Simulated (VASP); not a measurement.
Consider the following.

```
Li
1.0
   -1.71299     1.71299     1.71299
    1.71299    -1.71299     1.71299
    1.71299     1.71299    -1.71299
Li
1
Direct
  0.00000   0.00000   0.00000
```

The numbers are results of PBEsol GGA, VASP's PBE PAW potentials (set 64) (plane waves; VASP), not measurements. Settings: 520 eV cut-off, Gaussian smearing of 0.050 eV, potentials Li_sv.

Task: What does the run give for the band gap (along the path) with the smallest direct gap where there is one?

Result: 
| Item | Result |
|---|---|
| band gap (along the path) | none (metal, semimetal or under 0.01 eV) |

Total energies compare only between runs with the same potentials, cut-off and functional.

The structure comes from a measured Li entry (Im-3m) of the Crystallography Open Database, whose conditions weren't checked. It was relaxed first, which changed the volume by -7 %.
